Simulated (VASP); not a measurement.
Calculation: r2SCAN meta-GGA, VASP's PBE PAW potentials (set 64) (plane waves; VASP 6.6.1).

VASP ran on this input.

### POSCAR
```
PbSe
1
    0.0000000000     3.0600000000     3.0600000000
    3.0600000000     0.0000000000     3.0600000000
    3.0600000000     3.0600000000     0.0000000000
Pb Se
1 1
Direct
  0.0000000000   0.0000000000   0.0000000000
  0.5000000000   0.5000000000   0.5000000000
```

File KPOINTS:
```
Automatic mesh
0
gamma
 7 7 7
```

**INCAR**
```
# general
SYSTEM =PbSe
PREC   =Accurate
ENCUT  =480   # plane-wave cut-off (eV)
LREAL  =.FALSE.   # projection in real space or not
LASPH  =.TRUE.

# electronic loop
EDIFF  =1E-6   # SCF stop (eV)
NELM   =100
ALGO   =Normal
LMAXMIX=4   # l cut-off of mixed one-centre charges
LMIXTAU=.TRUE.

# smearing
ISMEAR =0   # Gaussian
SIGMA  =0.05   # width (eV)

# functional
METAGGA=R2SCAN

# ions
IBRION =2
NSW    =60   # most ionic steps
ISIF   =3   # ions, shape and volume
EDIFFG =-0.01   # ionic stop

# output
LWAVE  =.FALSE.
LCHARG =.FALSE.
```

POTCAR, in this order: Pb_d Se (PBE.64 set). Program: vasp_std.

The run wrote:

### OSZICAR
```
       N       E                     dE             d eps       ncg     rms          rms(c)
DAV:   1     0.944077387439E+02    0.94408E+02   -0.94589E+03   560   0.139E+03
DAV:   2    -0.638795212004E+02   -0.15829E+03   -0.15413E+03   584   0.353E+02
DAV:   3    -0.763614372978E+02   -0.12482E+02   -0.12204E+02   740   0.103E+02
DAV:   4    -0.766576211612E+02   -0.29618E+00   -0.29608E+00   606   0.189E+01
DAV:   5    -0.766669532544E+02   -0.93321E-02   -0.93319E-02   778   0.331E+00    0.302E+00
DAV:   6    -0.717152469790E+02    0.49517E+01   -0.25418E+00   674   0.313E+01    0.225E+00
DAV:   7    -0.718265022975E+02   -0.11126E+00   -0.81957E-01   560   0.113E+01    0.125E+00
DAV:   8    -0.718197356140E+02    0.67667E-02   -0.79148E-01   560   0.640E+00    0.601E-01
DAV:   9    -0.719092318052E+02   -0.89496E-01   -0.10347E-01   572   0.268E+00    0.427E-01
DAV:  10    -0.719062410373E+02    0.29908E-02   -0.42196E-02   614   0.168E+00    0.944E-02
DAV:  11    -0.719262446828E+02   -0.20004E-01   -0.52699E-02   560   0.214E+00    0.982E-02
DAV:  12    -0.719292314789E+02   -0.29868E-02   -0.12173E-03   638   0.329E-01    0.659E-02
DAV:  13    -0.719299892451E+02   -0.75777E-03   -0.50208E-04   668   0.283E-01    0.313E-02
DAV:  14    -0.719318834627E+02   -0.18942E-02   -0.22109E-03   560   0.471E-01    0.170E-02
DAV:  15    -0.719318862102E+02   -0.27475E-05   -0.41526E-05   662   0.833E-02    0.978E-03
DAV:  16    -0.719319049574E+02   -0.18747E-04   -0.35474E-05   596   0.887E-02    0.792E-03
DAV:  17    -0.719319063421E+02   -0.13847E-05   -0.60650E-06   644   0.182E-02    0.184E-03
DAV:  18    -0.719319049443E+02    0.13977E-05   -0.16594E-06   448   0.133E-02    0.134E-03
DAV:  19    -0.719319058211E+02   -0.87674E-06   -0.10300E-07   298   0.459E-03
   1 F= -.71931906E+02 E0= -.71931906E+02  d E =-.719319E+02
       N       E                     dE             d eps       ncg     rms          rms(c)
DAV:   1    -0.721991623284E+02   -0.26726E+00   -0.94051E+00   686   0.594E+01    0.278E+00
DAV:   2    -0.719698741500E+02    0.22929E+00   -0.50802E-01   680   0.128E+01    0.106E+00
DAV:   3    -0.719341288691E+02    0.35745E-01   -0.15925E-01   702   0.738E+00    0.186E-01
DAV:   4    -0.719373340817E+02   -0.32052E-02   -0.11014E-02   560   0.123E+00    0.157E-01
DAV:   5    -0.719229472081E+02    0.14387E-01   -0.24391E-02   560   0.160E+00    0.770E-02
DAV:   6    -0.719378091189E+02   -0.14862E-01   -0.22384E-02   560   0.150E+00    0.251E-02
DAV:   7    -0.719382197789E+02   -0.41066E-03   -0.10378E-03   560   0.264E-01    0.820E-03
DAV:   8    -0.719382587597E+02   -0.38981E-04   -0.34058E-04   560   0.180E-01    0.973E-03
DAV:   9    -0.719383268293E+02   -0.68070E-04   -0.77145E-05   560   0.833E-02    0.224E-03
DAV:  10    -0.719383313387E+02   -0.45095E-05   -0.71801E-06   572   0.335E-02    0.865E-04
DAV:  11    -0.719383346215E+02   -0.32828E-05   -0.10295E-06   412   0.142E-02    0.498E-04
DAV:  12    -0.719383342944E+02    0.32713E-06   -0.75554E-08   280   0.397E-03
   2 F= -.71938334E+02 E0= -.71938334E+02  d E =-.642847E-02
       N       E                     dE             d eps       ncg     rms          rms(c)
DAV:   1    -0.719619586155E+02   -0.23624E-01   -0.76382E-01   686   0.160E+01    0.825E-01
DAV:   2    -0.719420177195E+02    0.19941E-01   -0.44106E-02   680   0.388E+00    0.305E-01
DAV:   3    -0.719392343259E+02    0.27834E-02   -0.12699E-02   694   0.210E+00    0.599E-02
DAV:   4    -0.719394511268E+02   -0.21680E-03   -0.81917E-04   560   0.338E-01    0.482E-02
DAV:   5    -0.719388459208E+02    0.60521E-03   -0.13352E-03   560   0.372E-01    0.196E-02
DAV:   6    -0.719395483299E+02   -0.70241E-03   -0.94621E-04   560   0.313E-01    0.655E-03
DAV:   7    -0.719395288091E+02    0.19521E-04   -0.49831E-05   560   0.605E-02    0.244E-03
DAV:   8    -0.719395469512E+02   -0.18142E-04   -0.47918E-05   560   0.705E-02    0.293E-03
DAV:   9    -0.719395486970E+02   -0.17458E-05   -0.48153E-06   552   0.220E-02    0.109E-03
DAV:  10    -0.719395510605E+02   -0.23635E-05   -0.17322E-06   552   0.142E-02    0.389E-04
DAV:  11    -0.719395507129E+02    0.34765E-06   -0.92182E-08   280   0.442E-03
   3 F= -.71939551E+02 E0= -.71939551E+02  d E =-.764489E-02
```

**OUTCAR**
```
------------------------ aborting loop because EDIFF is reached ----------------------------------------
  FORCE on cell =-STRESS in cart. coord.  units (eV):
  Direction    XX          YY          ZZ          XY          YZ          ZX
  --------------------------------------------------------------------------------------
  Total        0.0019280      0.0019280      0.0019280      0.0000000      0.0000000      0.0000000
  in kB        0.0524081      0.0524081      0.0524081      0.0000000      0.0000000      0.0000000
  external PRESSURE =       0.0524081 kB  Pullay stress =       0.0000000 kB
  volume of cell :       58.94
      direct lattice vectors                 reciprocal lattice vectors
     0.000000000  3.088822466  3.088822466    -0.161873984  0.161873984  0.161873984
     3.088822466  0.000000000  3.088822466     0.161873984 -0.161873984  0.161873984
     3.088822466  3.088822466  0.000000000     0.161873984  0.161873984 -0.161873984
  FREE ENERGIE OF THE ION-ELECTRON SYSTEM (eV)
  ---------------------------------------------------
  free  energy   TOTEN  =       -71.9395507129 eV

  energy  without entropy=      -71.9395507129  energy(sigma->0) =      -71.93955071

 reached required accuracy - stopping structural energy minimisation
```
(Selected blocks of OUTCAR.)

File CONTCAR:
```
PbSe
   1.00000000000000
     0.0000000000000000    3.0888224663840158    3.0888224663840158
     3.0888224663840158    0.0000000000000000    3.0888224663840158
     3.0888224663840158    3.0888224663840158    0.0000000000000000
  Pb              Se
     1     1
Direct
     0.0000000000000000    0.0000000000000000    0.0000000000000000
     0.5000000000000000    0.5000000000000000    0.5000000000000000
```

Energy and stress use the plane-wave basis of the starting cell.

The compound is PbSe in the rock salt structure. This run relaxes it. Symmetry was kept, so distortions that lower it aren't found.
